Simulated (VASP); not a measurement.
Here is the system:

```yaml
crystal:
  lattice:
    - [4.68384, 0.00000, 0.00000]
    - [-2.34192, 4.05633, 0.00000]
    - [0.00000, 0.00000, 7.58954]
  atoms:
    - { symbol: Mg, position: [0.33333, 0.66667, 0.99599] }
    - { symbol: Mg, position: [0.66667, 0.33333, 0.49599] }
    - { symbol: Te, position: [0.33333, 0.66667, 0.37401] }
    - { symbol: Te, position: [0.66667, 0.33333, 0.87401] }
```

All values below come from PBE GGA, VASP's PBE PAW potentials (set 64) (plane waves; VASP 6.6.1). Settings: 300 eV cut-off, 4×4×3 Γ-centred mesh, Fermi-Dirac smearing of 0.050 eV, potentials Mg Te.

Unless said otherwise, spin-orbit coupling is left out, though it shifts the bands of the heavy elements here.

Problem. Give the energies of bands 3 to 11 at the high-symmetry points, in eV from the valence-band maximum.

Solution. 
| band | Γ | M | K | A | L | H |
|---|---|---|---|---|---|---|
| 3 | -3.01 | -2.89 | -2.44 | -1.88 | -2.96 | -2.79 |
| 4 | -0.49 | -2.47 | -2.44 | -1.88 | -2.96 | -2.79 |
| 5 | -0.49 | -1.80 | -2.15 | -0.28 | -0.83 | -1.77 |
| 6 | -0.04 | -1.15 | -1.29 | -0.28 | -0.83 | -1.77 |
| 7 | -0.04 | -0.91 | -1.29 | -0.28 | -0.82 | -0.58 |
| 8 | 0.00 | -0.44 | -1.25 | -0.28 | -0.82 | -0.58 |
| 9 | 2.14 | 3.13 | 3.63 | 3.19 | 3.15 | 3.77 |
| 10 | 2.77 | 3.70 | 5.31 | 3.19 | 3.15 | 3.77 |
| 11 | 5.15 | 4.23 | 5.31 | 5.41 | 4.21 | 5.12 |

The gap is direct, 2.14 eV, from the valence maximum at Γ to the conduction minimum at Γ.

The structure comes from a computed database's MgTe entry; how it stands against other phases isn't given here. The cell was not relaxed at this level.
